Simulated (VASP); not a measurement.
Computed with LDA (Ceperley-Alder, Perdew-Zunger), VASP's LDA PAW potentials (set 64) (plane waves; VASP).

VASP input:

### POSCAR
```
ZrB2
1.0
  1.5670236368  -2.7141650096   0.0000000000
  1.5670236368   2.7141650096   0.0000000000
  0.0000000000   0.0000000000   3.4939325549
Zr B
1 2
Cartesian
  0.0000000000   0.0000000000   3.4939325549
  1.5670236368   0.9047234793   1.7469662775
  1.5670236368  -0.9047234793   1.7469662775
```

### INCAR
```
ALGO = Normal
EDIFF = 1E-6
EDIFFG = -0.02
ENCUT = 520
IBRION = 2
ISIF = 3
ISMEAR = 1
LASPH = .True.
LCHARG = .False.
LMAXMIX = 4
LREAL = .False.
LWAVE = .False.
NELM = 100
NSW = 60
PREC = Accurate
SIGMA = 0.1
SYSTEM = ZrB2
```

File KPOINTS:
```
Automatic mesh
0
Gamma
10 10 8
0 0 0
```

POTCAR, in this order: Zr_sv B (LDA.64 set). Program: vasp_std.

Output

File OSZICAR:
```
       N       E                     dE             d eps       ncg     rms          rms(c)
DAV:   1     0.109599896152E+03    0.10960E+03   -0.98842E+03  1820   0.138E+03
DAV:   2    -0.249017794956E+02   -0.13450E+03   -0.13040E+03  2155   0.343E+02
DAV:   3    -0.302002506911E+02   -0.52985E+01   -0.52658E+01  2878   0.602E+01
DAV:   4    -0.303180320105E+02   -0.11778E+00   -0.11774E+00  2272   0.825E+00
DAV:   5    -0.303212098033E+02   -0.31778E-02   -0.31777E-02  2796   0.103E+00    0.233E+01
DAV:   6    -0.275236940811E+02    0.27975E+01   -0.82003E+00  2148   0.206E+01    0.952E+00
DAV:   7    -0.274833057137E+02    0.40388E-01   -0.91758E-01  2762   0.628E+00    0.346E+00
DAV:   8    -0.274816845602E+02    0.16212E-02   -0.10987E-01  2182   0.315E+00    0.796E-01
DAV:   9    -0.274783940066E+02    0.32906E-02   -0.17626E-02  2259   0.112E+00    0.118E-01
DAV:  10    -0.274783427208E+02    0.51286E-04   -0.80133E-04  2310   0.250E-01    0.442E-02
DAV:  11    -0.274783481598E+02   -0.54390E-05   -0.27025E-05  2347   0.565E-02    0.154E-02
DAV:  12    -0.274783472761E+02    0.88369E-06   -0.23193E-06  1848   0.167E-02
   1 F= -.27478347E+02 E0= -.27478262E+02  d E =-.274783E+02
```

### OUTCAR
```
------------------------ aborting loop because EDIFF is reached ----------------------------------------
  FORCE on cell =-STRESS in cart. coord.  units (eV):
  Direction    XX          YY          ZZ          XY          YZ          ZX
  --------------------------------------------------------------------------------------
  Total       -0.0249382     -0.0249382      0.0279465      0.0000000     -0.0000000     -0.0000000
  in kB       -1.3443729     -1.3443734      1.5065460      0.0000000     -0.0000000     -0.0000000
  external PRESSURE =      -0.3940668 kB  Pullay stress =       0.0000000 kB
  volume of cell :       29.72
      direct lattice vectors                 reciprocal lattice vectors
     1.567023637 -2.714165010  0.000000000     0.319076234 -0.184218719  0.000000000
     1.567023637  2.714165010  0.000000000     0.319076234  0.184218719  0.000000000
     0.000000000  0.000000000  3.493932555     0.000000000  0.000000000  0.286210447
 POSITION                                       TOTAL-FORCE (eV/Angst)
 -----------------------------------------------------------------------------------
      0.00000      0.00000      0.00000         0.000000     -0.000000     -0.000000
      1.56702      0.90472      1.74697        -0.000000      0.000000     -0.000000
      1.56702     -0.90472      1.74697         0.000000     -0.000000      0.000000
 -----------------------------------------------------------------------------------
    total drift:                               -0.000000     -0.000000      0.000000
  FREE ENERGIE OF THE ION-ELECTRON SYSTEM (eV)
  ---------------------------------------------------
  free  energy   TOTEN  =       -27.4783472761 eV

  energy  without entropy=      -27.4780912199  energy(sigma->0) =      -27.47826192

 reached required accuracy - stopping structural energy minimisation
```
(Selected blocks of OUTCAR.)

The compound is ZrB2 in the AlB2 type structure. It was relaxed first. The start is the result of an earlier pass.
